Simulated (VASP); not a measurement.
**OsC2: relaxation of the atoms with RPBE**

The system is OsC2.

```xyz
3
Lattice="2.5082 0.0000 0.0000 -1.2541 2.1721 0.0000 0.0000 0.0000 9.2274" Properties=species:S:1:pos:R:3 pbc="T T T"
Os    0.0000    0.0000    0.0000
C     0.0000    1.4481    4.6137
C     1.2541    0.7240    4.6137
```

The cell was built by a generator and needn't be a form met in nature.

```json
{
  "Program": "VASP 6.6.1",
  "Task": "relaxation of the atoms",
  "Functional": "RPBE",
  "Potentials or basis": "VASP PAW PBE potentials, release 64 (Os, C)",
  "Cutoff": "520 eV",
  "k mesh": "12 × 12 × 3",
  "Occupations": "gaussian, width 0.05 eV",
  "Spin": "no spin polarisation",
  "Further INCAR settings": "ALGO = Normal; EDIFF = 1e-06; IBRION = 2; EDIFFG = -0.02; NSW = 40"
}
```

| Item | Value |
| --- | --- |
| Pressure after relaxing | 2.5 GPa |
| Band gap on the k mesh | none (metal or under the smearing width) |

Stress tensor (GPa, compression positive):
```
3.39 0.00 0.00
0.00 3.40 0.00
0.00 0.00 0.67
```

Final structure:
```
Os C
1.0
     2.50815    0.00000    0.00000
    -1.25407    2.17212    0.00000
     0.00000    0.00000    9.22741
Os C
1 2
Direct
  0.00000 0.00000 0.00000
  0.33333 0.66667 0.50000
  0.66667 0.33333 0.50000
```

Levels at points of the mesh, in eV from the Fermi level:
```tsv
k point	band 6	band 7	band 8	band 9	band 10	band 11
(0.00, 0.00, 0.00)	-2.39	-2.25	-2.25	0.77	2.11	2.11
(0.50, 0.00, 0.00)	-1.42	0.03	0.74	2.52	3.39	4.66
(0.50, 0.50, 0.00)	-1.42	0.03	0.74	2.52	3.39	4.66
```

Run time: 43 s on 1 thread of Intel(R) Xeon(R) Platinum 8488C (Sapphire Rapids), with other jobs on the host, peak memory 0.21 GiB.

Caveat: the relaxation stopped at its first step, so nothing moved; the PAW data sets were made with another functional, which shifts forces and pressure a little; this functional lacks dispersion, which binds the layers, so the pressure and a relaxed spacing across them are unreliable. The run has no spin-orbit coupling, so splittings on Os are missing.
